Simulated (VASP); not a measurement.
Input:

```yaml
crystal:
  lattice:
    - [0.00000, 3.01884, 3.01884]
    - [3.01884, 0.00000, 3.01884]
    - [3.01884, 3.01884, 0.00000]
  atoms:
    - { symbol: Al, position: [0.25000, 0.25000, 0.25000] }
    - { symbol: Al, position: [0.75000, 0.75000, 0.75000] }
    - { symbol: Pt, position: [0.00000, 0.00000, 0.00000] }
```

Calculation: TPSS meta-GGA, VASP's PBE PAW potentials (set 64) (plane waves; VASP). Settings: 520 eV cut-off, 9×9×9 Γ-centred mesh, first-order Methfessel-Paxton smearing of 0.10 eV, potentials Al Pt.

Unless said otherwise, spin-orbit coupling is left out, though it shifts the bands of the heavy elements here.

**Question.** Estimate the energy per atom (σ→0), pressure, band gap (on the k-mesh) with the smallest direct gap where there is one.

**Answer.** 
The band gap (on the k-mesh) is none (metal, semimetal or under 0.01 eV) and the energy per atom (σ→0) is -8.261 eV/atom. The pressure comes out as -70.1 kbar.

The absolute energy has meaning only against runs of the same code, potentials and settings.

The compound is PtAl2 in the fluorite structure. This cell is one point of a volume scan, at 1.06 of the reference volume.
